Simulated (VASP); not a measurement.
Calculation: PBE GGA, VASP's PBE PAW potentials (set 64) (plane waves; VASP).

VASP ran on this input.

File KPOINTS:
```
Automatic
0
Gamma
7 7 7
0 0 0
```

**INCAR**
```
# general
SYSTEM   =  VSe2
PREC     =  Accurate
ENCUT    =  400   # plane-wave cut-off (eV)
LREAL    =  .FALSE.   # projection in real space or not
LASPH    =  .TRUE.

# electronic loop
EDIFF    =  1E-6
NELM     =  100
ALGO     =  Fast   # Davidson, then RMM-DIIS
LMAXMIX  =  4

# smearing
ISMEAR   =  0   # Gaussian
SIGMA    =  0.05

# functional
GGA      =  PE

# spin
ISPIN    =  2   # spin-polarised
MAGMOM   =  2.0 2*0.0

# ions
ISIF     =  2   # forces and stress, cell fixed

# output
LWAVE    =  .FALSE.
LCHARG   =  .FALSE.
LORBIT   =  10
```

File POSCAR:
```
VSe2
1
    1.5802940000     0.9123830000     6.1186630000
   -1.5802940000     0.9123830000     6.1186630000
    0.0000000000    -1.8247660000     6.1186630000
V Se
1 2
Direct
  0.0000000000   0.0000000000   0.0000000000
  0.7523000000   0.7523000000   0.7523000000
  0.5810000000   0.5810000000   0.5810000000
```

POTCAR, in this order: V_sv Se (PBE.64 set). Program: vasp_std.

What VASP printed:

File OUTCAR:
```
 ion  position               nearest neighbor table
   1  0.000  0.000  0.000-   2 2.41   2 2.41   2 2.41   3 2.41   3 2.41   3 2.41
   2  0.752  0.752  0.752-   1 2.41   1 2.41   1 2.41
   3  0.581  0.581  0.581-   1 2.41   1 2.41   1 2.41
  LATTYP: Found a trigonal (rhomboedric) cell.
 ALAT       =     6.3849674058
 COS(alpha) =     0.8774852413
 Subroutine PRICEL returns:
 Original cell was already a primitive cell.
 Subroutine GETGRP returns: Found  6 space group operations
The static configuration has the point symmetry C_3v.
The dynamic configuration has the point symmetry C_3v.
The overall configuration has the point symmetry C_3v.
 Subroutine INISYM returns: Found  6 space group operations
 Subroutine IBZKPT returns following result:
 Found     44 irreducible k-points:

 Following reciprocal coordinates:
            Coordinates               Weight
  0.000000  0.000000  0.000000      1.000000
  0.142857 -0.000000 -0.000000      6.000000
  0.285714  0.000000 -0.000000      6.000000
  0.428571 -0.000000  0.000000      6.000000
  0.142857  0.142857 -0.000000      6.000000
  0.285714  0.142857  0.000000     12.000000
  0.428571  0.142857  0.000000     12.000000
 -0.428571  0.142857  0.000000     12.000000
 -0.285714  0.142857  0.000000     12.000000
 -0.142857  0.142857  0.000000      6.000000
  0.285714  0.285714 -0.000000      6.000000
  0.428571  0.285714 -0.000000     12.000000
 -0.428571  0.285714 -0.000000     12.000000
 -0.285714  0.285714  0.000000      6.000000
  0.428571  0.428571  0.000000      6.000000
 -0.428571  0.428571  0.000000      6.000000
  0.142857  0.142857  0.142857      2.000000
  0.285714  0.142857  0.142857      6.000000
  0.428571  0.142857  0.142857      6.000000
 -0.428571  0.142857  0.142857      6.000000
 -0.285714  0.142857  0.142857      6.000000
...
```

### OSZICAR
```
       N       E                     dE             d eps       ncg     rms          rms(c)
DAV:   1     0.174953060842E+03    0.17495E+03   -0.10893E+04  3096   0.116E+03
DAV:   2    -0.945106586081E+01   -0.18440E+03   -0.18164E+03  3377   0.338E+02
DAV:   3    -0.193841645586E+02   -0.99331E+01   -0.96895E+01  3473   0.738E+01
DAV:   4    -0.195399917937E+02   -0.15583E+00   -0.15549E+00  3445   0.882E+00
DAV:   5    -0.195411481756E+02   -0.11564E-02   -0.11562E-02  3564   0.808E-01    0.240E+01
RMM:   6    -0.207563088141E+02   -0.12152E+01   -0.21192E+01  3060   0.393E+01    0.151E+01
RMM:   7    -0.183179844466E+02    0.24383E+01   -0.58415E+00  2992   0.231E+01    0.108E+01
RMM:   8    -0.177474316551E+02    0.57055E+00   -0.12264E+00  3035   0.974E+00    0.331E+00
RMM:   9    -0.177709295323E+02   -0.23498E-01   -0.19117E-01  3414   0.256E+00    0.119E+00
RMM:  10    -0.177714854083E+02   -0.55588E-03   -0.20480E-02  3669   0.968E-01    0.434E-01
RMM:  11    -0.177700976827E+02    0.13877E-02   -0.10208E-02  3276   0.776E-01    0.252E-01
RMM:  12    -0.177702084318E+02   -0.11075E-03   -0.18712E-03  3436   0.383E-01    0.963E-02
RMM:  13    -0.177702086140E+02   -0.18220E-06   -0.24614E-04  3692   0.138E-01    0.470E-02
RMM:  14    -0.177702224100E+02   -0.13796E-04   -0.73971E-05  3508   0.629E-02    0.194E-02
RMM:  15    -0.177702231639E+02   -0.75387E-06   -0.17109E-05  3418   0.325E-02    0.601E-03
RMM:  16    -0.177702245057E+02   -0.13418E-05   -0.39552E-06  2782   0.146E-02    0.351E-03
RMM:  17    -0.177702243638E+02    0.14189E-06   -0.57823E-07  1820   0.581E-03
   1 F= -.17770224E+02 E0= -.17769667E+02  d E =-.111404E-02  mag=     0.5045
```

OUTCAR:
```
------------------------ aborting loop because EDIFF is reached ----------------------------------------
  FORCE on cell =-STRESS in cart. coord.  units (eV):
  Direction    XX          YY          ZZ          XY          YZ          ZX
  --------------------------------------------------------------------------------------
  Total        4.9673228      4.9673210      3.9913186      0.0000000      0.0000000      0.0000000
  in kB      150.3523117    150.3522568    120.8103439      0.0000000      0.0000000      0.0000000
  external PRESSURE =     140.5049708 kB  Pullay stress =       0.0000000 kB
  volume of cell :       52.93
      direct lattice vectors                 reciprocal lattice vectors
     1.580294000  0.912383000  6.118663000     0.316396822  0.182671824  0.054478132
    -1.580294000  0.912383000  6.118663000    -0.316396822  0.182671824  0.054478132
     0.000000000 -1.824766000  6.118663000     0.000000000 -0.365343648  0.054478132
 POSITION                                       TOTAL-FORCE (eV/Angst)
 -----------------------------------------------------------------------------------
      0.00000      0.00000      0.00000         0.000000      0.000000      0.060692
      0.00000      0.00000     13.80921         0.000000     -0.000000      0.879101
      0.00000      0.00000     10.66483         0.000000     -0.000000     -0.939793
 -----------------------------------------------------------------------------------
    total drift:                               -0.000000      0.000010     -0.000220
  FREE ENERGIE OF THE ION-ELECTRON SYSTEM (eV)
  ---------------------------------------------------
  free  energy   TOTEN  =       -17.7702243638 eV

  energy  without entropy=      -17.7691103239  energy(sigma->0) =      -17.76966734

 total charge

# of ion       s       p       d       tot
------------------------------------------
    1        2.253   6.257   3.191  11.701
    2        1.484   2.363   0.070   3.918
    3        1.484   2.364   0.069   3.917
--------------------------------------------------
tot          5.221  10.984   3.330  19.536

 magnetization (x)

# of ion       s       p       d       tot
------------------------------------------
    1        0.005   0.006   0.451   0.461
    2       -0.001  -0.013   0.003  -0.011
    3       -0.000  -0.013   0.003  -0.011
--------------------------------------------------
tot          0.004  -0.021   0.457   0.440
```
(Selected blocks of OUTCAR.)

The moments were started parallel, and other spin orders were not tried in this run.

The structure was generated: VSe2 was put into the 3R-MoS2 type (R3m), which need not be its known phase. The cell was not relaxed at this level. The k-mesh is coarse (spacing up to 0.33 per Å, 2π included), so the numbers may not be converged in it. The run is one of a series of settings (ALGO = Fast against the base run), some of them coarse on purpose.
